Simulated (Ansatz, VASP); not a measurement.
# Cross-check of SnSe2 between VASP and Ansatz

Wanted: the spread between two codes on one cell, functional and k mesh. The structure shown is the start of the Ansatz relaxation below; VASP solves that cell, so the two are compared at the walk's first step.

Main program and level: Ansatz 0.2.0; plane waves, with VASP 6.6.1 beside it; single point at PBE with D3(BJ).

### Step 1. Starting point

The cell holds 3 atoms: 1 Sn and 2 Se. Cell: a = 3.870 Å, b = 3.870 Å, c = 33.500 Å, α = 90.0°, β = 90.0°, γ = 120.0°. It derives from Se2Sn1. Vacuum lies along c.

### Step 2. Ansatz: relaxation, PBE with D3(BJ)

Ansatz runs on its PAW soft_1 files.

The two programs are compared at the cell with which this relaxation starts, whose forces are those of its first step.

File input.yaml:

```yaml
crystal:
  lattice:
    - [3.87, 0.0, 0.0]
    - [-1.935, 3.3515183126, 0.0]
    - [0.0, 0.0, 33.5]
  atoms:
    - { symbol: Sn, position: [0.0, 0.0, 0.5] }
    - { symbol: Se, position: [0.3333333333, 0.6666666667, 0.5471641791] }
    - { symbol: Se, position: [0.6666666667, 0.3333333333, 0.4528358209] }
  periodic: [true, true, false]
kpoints:
  mp_grid: { grid: [6, 6, 1] }
hamiltonian:
  xc: pbe
  dispersion: d3bj
  pseudopotentials: { kind: paw, azcp: { folder: soft_1 } }
scf:
  occupations: { method: fermi_dirac, width: 0.02 }
relax:
  f_tol: 0.01
  max_steps: 100
  cell: {}
```

Started as:

```console
> ansatz run input.yaml --threads 3 --pin off --max-ram 92160MiB --backend cuda --events-out ev --progress --plain --runs-dir out --devices 1 --max-vram 13GiB
```

Numbers of over 12 decimals in the logs are rounded to 6 here.

What it wrote:

```text
GPUs: using 1 of 1 available (devices: 1).
Engine: ansatz 0.2.0, x86_64-unknown-linux-gnu
Pseudopotentials: kind: paw
Pseudopotential: Sn, paw, valence charge 14, recommended cutoff 420 eV (normal), soft_1/Sn.paw.azcp
Pseudopotential: Se, paw, valence charge 16, recommended cutoff 420 eV (normal), soft_1/Se.paw.azcp
Functional definition: PBE
  parameter kappa = 0.804
  parameter beta = 0.066725
  exchange = pbe_x(kappa = kappa, mu = beta*pi^2/3)
  correlation = pbe_c(beta = beta)
device memory: the entry about to start is reckoned to put 3.4 GiB on a device that reports 34.4 GiB free (of which the cap on the GPU budget leaves the run 13.0 GiB)
GPU FFT provider: cuFFT
GPU libraries: cuBLAS 13.8.2, cuFFT 12.4.0, cuSOLVER 12.3.4
Crystal: 3 atoms, lattice volume = 434.508 Å³
Basis set: ecut = 420 eV, 8607 PW (Γ), exchange–correlation on 54×54×450 points (8 copies of the dense FFT grid, shifted against one another)
Bands: 28, of which v1, the nominal top of the filled ones, is band 23 counted from 1 (22 counted from 0)
Symmetry: 12 space group operations
Space group: P-3m1 (ITA 164), of the structure as read, at distance tolerance 7.6e-5 Å
k-points: 7 of 36
Non-local potential: Sn, projectors of the file, l = 0: 2, l = 1: 2, l = 2: 2, l = 3: 1
Non-local potential: Se, projectors of the file, l = 0: 2, l = 1: 2, l = 2: 3, l = 3: 1
PAW form: soft (Blöchl's): semilocal exchange-correlation on the pseudo side does not see the compensation charge
PAW one-centre angular grid: Sn, 590 points (default); XC on 64 Gauss nodes
PAW one-centre angular grid: Se, 590 points (default); XC on 64 Gauss nodes
Initial density: superposition of atomic densities (neutral atoms: chi_scale 0, normalization atom)
Initial wavefunctions: pseudopotential atomic-orbital guess
GPU buffer pool allocated for 164025 grid points (all kernels)
GPU transforms: local potential and band sums: pruned to the plane-wave sphere, on 25×25×225
Functional: x = pbe(κ = 0.804, μ = 0.219515), c = pbe(β = 0.066725)
iter 1 solved again at ethr=2.34e-3 eV; its pass at ethr=3.10e-3 eV (dr2=1.08e0 eV) is discarded
SCF iter   1: F=—  HF=-16964.501082 eV  |F-HF|=—  |Δ(HF+E_count)|=         —  Δρ=1.27e-2  dr2=1.07e0  ethr=2.34e-3  ⟨swp⟩=1.4  Hψ=1624  notcnv=0
preconditioner: auto → Resta (q_TF=auto, 1.877 Å⁻¹)  ε∞=1.3  [insulator: Δε(μ)=1.142 eV  Ē_g=15.529 eV  σ=0.020 eV  W_gap=1.00  n_scr=26 (ndim 8)  ℏωp=9.1 eV  f_vac=0.790  D(μ)=0.00/eV (n_scr^D=0)  ε∞_Penn≈1.3  vacuum switching on, ρ_ref=1.7e-2 e/Å³]
SCF iter   2: F=—  HF=-16964.235151 eV  |F-HF|=—  |Δ(HF+E_count)|=   2.66e-1  Δρ=5.54e-3  dr2=1.62e-1  ethr=2.33e-3  ⟨swp⟩=4.0  Hψ=373  notcnv=0
SCF iter   3: F=—  HF=-16964.215165 eV  |F-HF|=—  |Δ(HF+E_count)|=   2.00e-2  Δρ=2.96e-3  dr2=3.90e-2  ethr=3.52e-4  ⟨swp⟩=3.6  Hψ=395  notcnv=0  defer=6
SCF iter   4: F=—  HF=-16964.211821 eV  |F-HF|=—  |Δ(HF+E_count)|=   3.34e-3  Δρ=8.69e-4  dr2=2.65e-3  ethr=8.49e-5  ⟨swp⟩=3.0  Hψ=324  notcnv=0  defer=6
SCF iter   5: F=—  HF=-16964.212072 eV  |F-HF|=—  |Δ(HF+E_count)|=   2.50e-4  Δρ=1.34e-4  dr2=6.38e-5  ethr=5.77e-6  ⟨swp⟩=3.3  Hψ=355  notcnv=0  defer=6
SCF iter   6: F=—  HF=-16964.212192 eV  |F-HF|=—  |Δ(HF+E_count)|=   1.21e-4  Δρ=4.09e-5  dr2=6.03e-6  ethr=1.39e-7  ⟨swp⟩=3.6  Hψ=404  notcnv=0  defer=6
SCF iter   7: F=—  HF=-16964.212195 eV  |F-HF|=—  |Δ(HF+E_count)|=   3.00e-6  Δρ=1.16e-5  dr2=2.86e-7  ethr=1.31e-8  ⟨swp⟩=3.4  Hψ=330  notcnv=0  defer=6
SCF iter   8: F=-16964.212196 eV  HF=-16964.212196 eV  |F-HF|=2.15e-10  |Δ(HF+E_count)|=   3.80e-7  Δρ=1.49e-6  dr2=1.09e-8  ethr=2.17e-10  ⟨swp⟩=6.9  Hψ=856  notcnv=0
SCF 1 converged in 8 iterations: F = -16964.212196 eV  dr2 = 1.09e-8
  greatest PAW one-centre occupation: 1.000 electrons in one spin orbital (limit 2), on the Se atom at site 2 (counted from 0), in its partial waves of l = 2
relax step   1: F+E_penalty+E_count = -16964.21219576 eV  Δ(F+E_penalty+E_count) = +0.000e0 eV  max|allowed force component| = 4.542e-2 eV/Å  Δτ_max = 0.0000 Å  P = -0.748 N/m  Ω = 434.508 Å³  fix = [c, alpha, beta]  reactions: c -0.000 N/m  (8 SCF iters, dr2 threshold 1.00e-7 eV, accepted)
[...]
relax step   3: F+E_penalty+E_count = -16964.21964911 eV  Δ(F+E_penalty+E_count) = -4.195e-3 eV  max|allowed force component| = 2.765e-2 eV/Å  Δτ_max = 0.0199 Å  P = -0.144 N/m  Ω = 426.204 Å³  energy of the carried Pulay correction = +9.589e-5 eV  fix = [c, alpha, beta]  reactions: c -0.000 N/m  (5 SCF iters, dr2 threshold 3.00e-7 eV, accepted)
[...]
relax step   4: F+E_penalty+E_count = -16964.21983711 eV  Δ(F+E_penalty+E_count) = -1.880e-4 eV  max|allowed force component| = 4.332e-4 eV/Å  Δτ_max = 0.0017 Å  P = -0.026 N/m  Ω = 425.377 Å³  energy of the carried Pulay correction = +1.055e-4 eV  fix = [c, alpha, beta]  reactions: c -0.000 N/m  (4 SCF iters, dr2 threshold 4.78e-8 eV, accepted)
[...]
relax step   5: F+E_penalty+E_count = -16964.21973081 eV  Δ(F+E_penalty+E_count) = +1.063e-4 eV  max|allowed force component| = 4.341e-4 eV/Å  Δτ_max = 0.0000 Å  P = -0.026 N/m  Ω = 425.377 Å³  fix = [c, alpha, beta]  reactions: c -0.000 N/m  stress off target by 2.58e-2 N/m on what of the cell is left free  SCF on the basis re-selected at this cell (its energy is not comparable with the rows above)  (6 SCF iters)
basis re-selected at this cell: Δ(F+E_penalty+E_count) = +1.063e-4 eV, ΔP = +0.000 N/m vs the last step (what re-selecting the basis moved, of the pressure what is left beyond the Pulay correction that the steps carried, after the strain that the cell walked since its last selection, with what the two solves' SCF thresholds leave and, on support functions, any second-order correction that the steps lacked; it is no m [...]
SCF converged after 6 iterations
Free energy (F): -16964.219731 eV
Harris-Foulkes:  -16964.219731 eV  (|F-HF|=3.27e-11)
Internal energy: -16964.219731 eV  (E = F + TS)
E sigma→0 (E₀):  -16964.219731 eV
Fermi energy:    -5.580944 eV
--- Per-component energies (eV) ---
  E_band       = -1498.825307
  E_kinetic    = 389.212805
  E_local      = -108098.218608  (includes V_loc(G=0)·N_el)
  E_nonlocal   = -563.661066
  E_hartree    = 53868.374535
  E_xc         = -295.030939
  E_vxc        = -259.745434  (∫ρ·V_xc dr)
  E_paw        = -8631.801170  (= ΣΔE_a)
  E_vpaw       = -703.161947  (= ΣTr[D̂ρ^β])
  E_aug_tail   = -0.000471  (compensation charges beyond the density's cutoff)
  E_ewald      = 46367.660798
  E_disp       = -0.755613  (pairwise vdW)
  E_smearing   = -0.000000  (= −TS)
  E_closure    = -0.000000  (closes the sum)
  Σ components = -16964.219731   (vs F -16964.219731, Δ=0.00e0)
--- Forces (eV/Å), atoms counted from 1 ---
  atom   1  Sn     0.00000000     0.00000000     0.00000000
  atom   2  Se    -0.00000000    -0.00000000    -0.00043405
  atom   3  Se    -0.00000000     0.00000000     0.00043405
  max |Σ_I F_I| component: 2.31e-18 eV/Å
--- 2D stress c σ (N/m, compression-positive) ---
       -0.025806       0.000000       0.000000
       -0.000000      -0.025806       0.000000
        0.000000       0.000000      -0.000000
  P = ½ c Tr σ = -0.0258 N/m
--- Band table (eV; the first three rows and the last of 7) ---
  k-point 0: bands = [... 19 lower, -6.4302, -6.4302, -6.0430, -6.0430, -4.3817, -2.8576, -1.3478, -1.3478, ... 1 higher]
  k-point 1: bands = [... 19 lower, -7.2254, -7.0878, -6.9373, -5.9809, -3.7342, -2.1120, -1.0361 (-1.0361°), -0.8102, ... 1 higher]
  k-point 2: bands = [... 19 lower, -8.2314, -7.8640, -6.7286, -6.1903, -4.6769, -1.8000, -0.5928, -0.2721, ... 1 higher]
  k-point 6: bands = [... 19 lower, -9.6012, -9.2337, -6.8416, -6.8416, -4.1754, -0.7481, -0.7481, 0.6120, ... 1 higher]
  ° read free of the cell's end (the report's vacuum.weakly_bound_levels)
--- Relaxed structure (4 steps of the walk, 4 accepted, 1 SCFs on fresh bases) ---
  F+E_penalty+E_count = -16964.21973081 eV   max|allowed force component| = 4.341e-4 eV/Å   (the final SCF, on the basis selected at the relaxed cell)
  cell:  # Å, volume = 425.3766 Å³
    - [3.829121, 0, 0]
    - [-1.914560, 3.316116, 0]
    - [0, 0, 33.5]
  atoms:
    - { symbol: Sn, position: [0, 0, 0.5] }
    - { symbol: Se, position: [0.333333, 0.666667, 0.547704] }
    - { symbol: Se, position: [0.666667, 0.333333, 0.452296] }
```

### Step 3. VASP: single point, PBE with D3(BJ), start cell, pair 1

The same cell, functional, mesh and smearing now go to VASP, with its own data sets.

Lines of VASP's logs that name or quote its potential files are left out, and so is its time.

File INCAR:

```
SYSTEM = SnSe2
PREC = Accurate
ENCUT = 400
EDIFF = 1E-06
NELM = 120
ISMEAR = -1
SIGMA = 0.02
LREAL = .FALSE.
ALGO = Normal
GGA = PE
IVDW = 12
NBANDS = 19
LORBIT = 11
LWAVE = .FALSE.
LCHARG = .FALSE.
ISIF = 2
LDIPOL = .TRUE.
IDIPOL = 3
DIPOL = 0.5 0.5 0.5
LVHAR = .TRUE.
LASPH = .TRUE.
GGA_COMPAT = .FALSE.
EFERMI = MIDGAP
NELMDL = -8
KPAR = 2
```

File POSCAR:

```
SnSe2
1.0
    3.8700000000      0.0000000000      0.0000000000
   -1.9350000000      3.3515180000      0.0000000000
    0.0000000000      0.0000000000     33.5000000000
Sn Se
1 2
Direct
    0.0000000000      0.0000000000      0.5000000000
    0.3333334328      0.6666668656      0.5471641791
    0.6666667164      0.3333334328      0.4528358209
```

File KPOINTS:

```
Automatic mesh
0
Gamma
6 6 1
0 0 0
```

PAW data sets: Sn_d and Se (PBE family, release 64).

Started as:

```console
> mpirun -np 2 vasp_std
```

What it wrote:

```text
[banner, memory and clock lines left out]
running    2 mpi-ranks, on    1 nodes
 distrk:  each k-point on    1 cores,    2 groups
 distr:  one band on    1 cores,    1 groups

 POSCAR found type information on POSCAR SnSe
 POSCAR found :  2 types and       3 ions
 LDA part: xc-table for (Slater+PW92), standard interpolation
 POSCAR, INCAR and KPOINTS ok, starting setup
 FFT: planning ... GRIDC
 FFT: planning ... GRID_SOFT
 FFT: planning ... GRID
 WAVECAR not read
 entering main loop
       N       E                     dE             d eps       ncg     rms          rms(c)
DAV:   1     0.165669800244E+03    0.16567E+03   -0.91050E+03   322   0.810E+02
DAV:   2     0.590487240732E+01   -0.15976E+03   -0.15603E+03   385   0.208E+02
DAV:   3    -0.115074481444E+02   -0.17412E+02   -0.17363E+02   304   0.797E+01
DAV:   4    -0.121265325391E+02   -0.61908E+00   -0.61820E+00   385   0.185E+01
DAV:   5    -0.121361367436E+02   -0.96042E-02   -0.96036E-02   389   0.227E+00
DAV:   6    -0.121363444000E+02   -0.20766E-03   -0.20765E-03   366   0.271E-01
DAV:   7    -0.121363567502E+02   -0.12350E-04   -0.12350E-04   411   0.510E-02
DAV:   8    -0.121363568257E+02   -0.75504E-07   -0.75481E-07   302   0.507E-03    0.474E+00
DAV:   9    -0.118691999598E+02    0.26716E+00   -0.59488E-01   405   0.786E+00    0.308E+00
DAV:  10    -0.118544181198E+02    0.14782E-01   -0.23589E-01   332   0.316E+00    0.522E-01
DAV:  11    -0.118501030039E+02    0.43151E-02   -0.26757E-02   341   0.167E+00    0.283E-01
DAV:  12    -0.118504736862E+02   -0.37068E-03   -0.25896E-03   304   0.319E-01    0.571E-02
DAV:  13    -0.118504704727E+02    0.32136E-05   -0.14015E-04   387   0.112E-01    0.296E-02
DAV:  14    -0.118504854738E+02   -0.15001E-04   -0.88866E-05   336   0.485E-02    0.887E-03
DAV:  15    -0.118505052118E+02   -0.19738E-04   -0.36226E-06   306   0.110E-02    0.784E-03
DAV:  16    -0.118505919130E+02   -0.86701E-04   -0.16613E-05   262   0.131E-02    0.376E-03
DAV:  17    -0.118506594383E+02   -0.67525E-04   -0.51793E-06   260   0.688E-03    0.393E-03
DAV:  18    -0.118507039953E+02   -0.44557E-04   -0.23996E-06   271   0.584E-03    0.169E-03
DAV:  19    -0.118507194404E+02   -0.15445E-04   -0.15142E-07   299   0.260E-03    0.554E-04
DAV:  20    -0.118507296344E+02   -0.10194E-04   -0.17042E-07   268   0.136E-03    0.799E-04
DAV:  21    -0.118507337155E+02   -0.40810E-05   -0.53614E-08   277   0.142E-03    0.166E-04
DAV:  22    -0.118507349955E+02   -0.12800E-05   -0.23018E-08   280   0.592E-04    0.217E-04
DAV:  23    -0.118507354546E+02   -0.45913E-06   -0.37958E-09   241   0.276E-04
   1 F= -.12592438E+02 E0= -.12592438E+02  d E =-.191650E-09
```

OUTCAR, selected parts (step 3):

```text
ion  position               nearest neighbor table
   1  0.000  0.000  0.500-   3 2.74   2 2.74   2 2.74   3 2.74   3 2.74   2 2.74
   2  0.333  0.667  0.547-   1 2.74   1 2.74   1 2.74
   3  0.667  0.333  0.453-   1 2.74   1 2.74   1 2.74

  LATTYP: Found a hexagonal cell.
 ALAT       =     3.8700000000
 C/A-ratio  =     8.6563307494

 Subroutine GETGRP returns: Found 12 space group operations
 (whereof 12 operations were pure point group operations)

The static configuration has the point symmetry D_3d.

 Found      7 irreducible k-points:

   k-points           NKPTS =      7   k-points in BZ     NKDIM =      7   number of bands    NBANDS=     19

   dimension x,y,z NGX =    28 NGY =   28 NGZ =  224
   dimension x,y,z NGXF=    56 NGYF=   56 NGZF=  448

   ENCUT  =  400.0 eV  29.40 Ry    5.42 a.u.   6.31  6.31 54.63*2*pi/ulx,y,z

   NELECT =      26.0000    total number of electrons

 k-points in reciprocal lattice and weights: Automatic mesh
   0.00000000  0.00000000  0.00000000       0.028
   0.16666667 -0.00000000  0.00000000       0.167
   0.33333333  0.00000000  0.00000000       0.167
   0.50000000  0.00000000  0.00000000       0.083
   0.16666667  0.16666667  0.00000000       0.167
   0.33333333  0.16666667  0.00000000       0.333
   0.33333333  0.33333333  0.00000000       0.056

 dipolmoment           0.000000      0.000000      0.000000 electrons x Angstroem

 average (electrostatic) potential at core
       1-110.9956       2 -61.6145       3 -61.6145

 E-fermi :  -3.8655

 k-point     1 :       0.0000    0.0000    0.0000
  band No.  band energies     occupation
    ...
      9      -5.2537      2.00000
     10      -4.7628      2.00000
     11      -4.7628      2.00000
     12      -4.3744      2.00000
     13      -4.3744      2.00000
     14      -2.7620      0.00000
     15      -1.2470      0.00000
     16       0.2919      0.00000
     17       0.2919      0.00000
     18       1.3889      0.00000
    ...

 k-point     2 :       0.1667   -0.0000    0.0000
  band No.  band energies     occupation
    ...
      9      -6.3969      2.00000
     10      -5.4575      2.00000
     11      -5.4149      2.00000
     12      -5.1067      2.00000
     13      -4.2874      2.00000
     14      -2.0903      0.00000
     15      -0.4585      0.00000
     16       0.6135      0.00000
     17       0.8358      0.00000
     18       1.6404      0.00000
    ...

 k-point     3 :       0.3333    0.0000    0.0000
  band No.  band energies     occupation
    ...
      9      -7.9401      2.00000
     10      -6.4004      2.00000
     11      -6.1747      2.00000
     12      -4.9066      2.00000
     13      -4.4700      2.00000
     14      -2.9562      0.00000
     15      -0.0974      0.00000
     16       1.2049      0.00000
     17       1.4344      0.00000
     18       2.1224      0.00000
    ...

 Edisp (eV)   -0.74170

  Total      -0.59374    -0.59374     0.16003     0.00000     0.00000     0.00000
  in kB      -2.18933    -2.18933     0.59010     0.00000     0.00000     0.00000
  external pressure =       -1.26 kB  Pullay stress =        0.00 kB

  energy-cutoff  :      400.00
  volume of cell :      434.51
      direct lattice vectors                 reciprocal lattice vectors
     3.870000000  0.000000000  0.000000000     0.258397933  0.149186130  0.000000000
    -1.935000000  3.351518000  0.000000000     0.000000000  0.298372260  0.000000000
     0.000000000  0.000000000 33.500000000     0.000000000  0.000000000  0.029850746

 POSITION                                       TOTAL-FORCE (eV/Angst)
 -----------------------------------------------------------------------------------
      0.00000      0.00000     16.75000         0.000000     -0.000000      0.000000
      0.00000      2.23435     18.33000         0.000000     -0.000000      0.059598
      1.93500      1.11717     15.17000        -0.000000      0.000000     -0.059598
 -----------------------------------------------------------------------------------
    total drift:                               -0.000000     -0.000349     -0.000000

  FREE ENERGIE OF THE ION-ELECTRON SYSTEM (eV)
  ---------------------------------------------------
  free  energy   TOTEN  =       -12.5924377558 eV

  energy  without entropy=      -12.5924377556  energy(sigma->0) =      -12.59243776

 vacuum level on the upper side and lower side of the slab         1.795         1.795

 total charge
# of ion       s       p       d       tot
------------------------------------------
    1        1.057   0.994  10.089  12.139
    2        1.482   2.305   0.024   3.811
    3        1.482   2.305   0.024   3.811
--------------------------------------------------
tot          4.020   5.604  10.136  19.760

[... 3 further parts left out ...]
```

### Step 4. Differences

Known differences besides the potentials themselves: Ansatz cuts the interaction across the vacuum, VASP repeats the sheet with a dipole correction; the data sets hold 46 valence electrons in Ansatz (on its PAW soft_1 files) and 26 in VASP; the cutoff is 420 eV in Ansatz and 400 eV in VASP. Total energies have different zeros and are not compared.

Forces (eV/Å; atoms numbered as in POSCAR):

```
atom        Ansatz x, y, z          VASP x, y, z
 Sn1   0.000, 0.000, 0.000   0.000, 0.000, 0.000
 Se2   0.000, 0.000, 0.045   0.000, 0.000, 0.060
 Se3  0.000, 0.000, -0.045  0.000, 0.000, -0.060
```

The forces differ by 6.7 meV/Å r.m.s., which is 23.8 % of the r.m.s. force of 0.028 eV/Å (both taken over all components). With vacuum in the cell, a pressure given here is an average over mostly empty space and none of the material.

### Step 5. Ansatz: relaxation, PBE with D3(BJ)

The two programs are compared at the cell with which this relaxation starts, whose forces are those of its first step. This pair takes another cell of the material, with 6 atoms against 3 for the pair before.

The structure compared here is the start of the Ansatz relaxation; VASP solves that cell, so the two are compared at the walk's first step.

input.yaml, the sections that differ from step 2:

```yaml
crystal:
  lattice:
    - [3.87, 0.0, 0.0]
    - [-1.935, 3.3515183126, 0.0]
    - [0.0, 0.0, 46.0]
  atoms:
    - { symbol: Sn, position: [0.0, 0.0, 0.4319565218] }
    - { symbol: Se, position: [0.3333333333, 0.6666666667, 0.4663043478] }
    - { symbol: Se, position: [0.6666666667, 0.3333333333, 0.3976086956] }
    - { symbol: Sn, position: [0.0, 0.0, 0.5680434782] }
    - { symbol: Se, position: [0.3333333333, 0.6666666667, 0.6023913044] }
    - { symbol: Se, position: [0.6666666667, 0.3333333333, 0.5336956522] }
  periodic: [true, true, false]
# kpoints, hamiltonian, scf, relax: as in step 2
```

Started as:

```console
> ansatz run input.yaml --threads 3 --pin off --max-ram 92160MiB --backend cuda --events-out ev --progress --plain --runs-dir out --devices 1 --max-vram 13GiB
```

What it wrote:

```text
GPUs: using 1 of 1 available (devices: 1).
[...]
GPU FFT provider: cuFFT
GPU libraries: cuBLAS 13.8.2, cuFFT 12.4.0, cuSOLVER 12.3.4
Crystal: 6 atoms, lattice volume = 596.637 Å³
Basis set: ecut = 420 eV, 11769 PW (Γ), exchange–correlation on 54×54×640 points (8 copies of the dense FFT grid, shifted against one another)
[...]
cell:  # Å, volume = 587.2163 Å³
    - [3.839324, 0, 0]
    - [-1.919662, 3.324953, 0]
    - [0, 0, 46.0]
  atoms:
    - { symbol: Sn, position: [-1.3875962985807044e-18, 0, 0.435111] }
    - { symbol: Se, position: [0.333333, 0.666667, 0.469758] }
    - { symbol: Se, position: [0.666667, 0.333333, 0.400475] }
    - { symbol: Sn, position: [1.3875962985807044e-18, 0, 0.564889] }
    - { symbol: Se, position: [0.333333, 0.666667, 0.599525] }
    - { symbol: Se, position: [0.666667, 0.333333, 0.530242] }
[key lines of the parts left out:]
SCF converged after 7 iterations
Free energy (F): -33928.721061 eV
Fermi energy:    -5.602332 eV
P = ½ c Tr σ = -0.0375 N/m
```

(Part 1 of 2 ends here.)

[Lines on the potential files, build, host, timing and source positions are cut from VASP's logs without a mark.]

[Logs are printed without paths, hosts, clocks, repeated set-up lines and the standing remarks that a program may print on its own settings, such as how far it seeks lower states.]

[Hosts, paths, dates, database ids (printed as entryN), source tags and the programs' standing remarks are cut or masked in the printed files.]
